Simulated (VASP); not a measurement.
Here is a VASP 6.6.1 calculation.

The input INCAR:

```
PREC = Accurate
ENCUT = 520
EDIFF = 1E-8
ISMEAR = 0
SIGMA = 0.01
LREAL = False
LASPH = True
NELM = 100
ALGO = Normal
ISIF = 2
LWAVE = False
LCHARG = False
GGA = PE
LEFG = True
NBANDS = 26
```

The input KPOINTS:

```
Automatic mesh
0
Gamma
  9 9 6
```

File POSCAR:

```
ZnO
1.0
    3.2794441253      0.0000000000      0.0000000000
   -1.6397220626      2.8400819228      0.0000000000
    0.0000000000      0.0000000000      5.2937307530
Zn O
2 2
Direct
    0.3333333333      0.6666666667      0.4999727830
    0.6666666667      0.3333333333     -0.0000272170
    0.6666666667      0.3333333333      0.3790372170
    0.3333333333      0.6666666667      0.8790372170
```

Potentials or basis: VASP PAW PBE potentials, release 64 (Zn, O).

Run with:

```console
$ cat potpaw_PBE.64/Zn/POTCAR potpaw_PBE.64/O/POTCAR > POTCAR
$ mpirun -np 1 vasp_std > vasp.out
```

Q: Predict the pressure.

A: 0.9 GPa.

Q: What does it give for the band gap on the k mesh?

A: 0.73 eV, direct.

Electric field gradients, principal values (V/Å²):
| atom | Vxx | Vyy | Vzz |
| --- | --- | --- | --- |
| 1 Zn | -2.123 | -2.127 | 4.250 |
| 2 Zn | -2.123 | -2.127 | 4.250 |
| 3 O | 0.485 | 0.495 | -0.980 |
| 4 O | 0.485 | 0.495 | -0.980 |

**Experimental background.**

From “Electronic structure of alkaline earth and post-transition metal oxides”, 2009, arxiv:0908.1581, for a bulk crystal of ZnO: band gap 3.37 eV.

A measured gap of ZnO is 3.37 eV (quoted in “Electronic structure of alkaline earth and post-transition metal oxides”, 2009, arxiv:0908.1581); the calculated 0.73 eV misses it by -2.64 eV. So large a miss can be the level of theory's own, or it may mean another phase, state or a wrong row. The value is that of PBE, without temperature or zero-point motion. Semilocal functionals fall short of measured gaps as a rule.
